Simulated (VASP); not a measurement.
```
MoTe2
1.0
    1.71846    -2.97645     0.00000
    1.71846     2.97645     0.00000
    0.00000     0.00000    13.61411
Te Mo
4 2
Direct
  0.33333   0.66667   0.88063
  0.66667   0.33333   0.38063
  0.66667   0.33333   0.11937
  0.33333   0.66667   0.61937
  0.33333   0.66667   0.25000
  0.66667   0.33333   0.75000
```

Method: vdW-DF-cx, VASP's PBE PAW potentials (set 64) (plane waves; VASP). Numerical set-up: 520 eV cut-off, 7×7×2 Γ-centred mesh, Gaussian smearing of 0.050 eV, potentials Te Mo_sv.

Question: The ions and cell shape at fixed volume are relaxed. Give the cell that the relaxation ends in.

Answer: 
```
MoTe2
1.0
    1.72919    -2.99505     0.00000
    1.72919     2.99505     0.00000
    0.00000     0.00000    13.44556
Te Mo
4 2
Direct
  0.33333   0.66667   0.88558
  0.66667   0.33333   0.38558
  0.66667   0.33333   0.11442
  0.33333   0.66667   0.61442
  0.33333   0.66667   0.25000
  0.66667   0.33333   0.75000
```
Space group P6_3/mmc (194), at a tolerance of 0.03 Å.

Question: How much energy does the relaxation gain?

Answer: The energy (σ→0) changes by -18.3 meV/atom, in 7 ionic steps.

```json
[
 {"step": "1", "E(σ→0) (eV)": "-23.7379", "max force (eV/Å)": "0.910", "pressure (GPa)": "7.32", "volume (Å³)": "139.27"},
 {"step": "2", "E(σ→0) (eV)": "-23.8194", "max force (eV/Å)": "0.069", "pressure (GPa)": "4.05", "volume (Å³)": "139.27"},
 {"step": "3", "E(σ→0) (eV)": "-23.8196", "max force (eV/Å)": "0.106", "pressure (GPa)": "4.20", "volume (Å³)": "139.27"},
 {"step": "4", "E(σ→0) (eV)": "-23.8399", "max force (eV/Å)": "0.064", "pressure (GPa)": "3.74", "volume (Å³)": "139.27"},
 {"step": "5", "E(σ→0) (eV)": "-23.8475", "max force (eV/Å)": "0.012", "pressure (GPa)": "3.28", "volume (Å³)": "139.27"},
 {"step": "6", "E(σ→0) (eV)": "-23.8475", "max force (eV/Å)": "0.014", "pressure (GPa)": "3.29", "volume (Å³)": "139.27"},
 {"step": "7", "E(σ→0) (eV)": "-23.8475", "max force (eV/Å)": "0.005", "pressure (GPa)": "3.23", "volume (Å³)": "139.27"}
]
```

The compound is MoTe2 in the 2H layered structure. This cell is one point of a volume scan, at 0.94 of the reference volume. Symmetry was kept, so distortions that lower it aren't found.
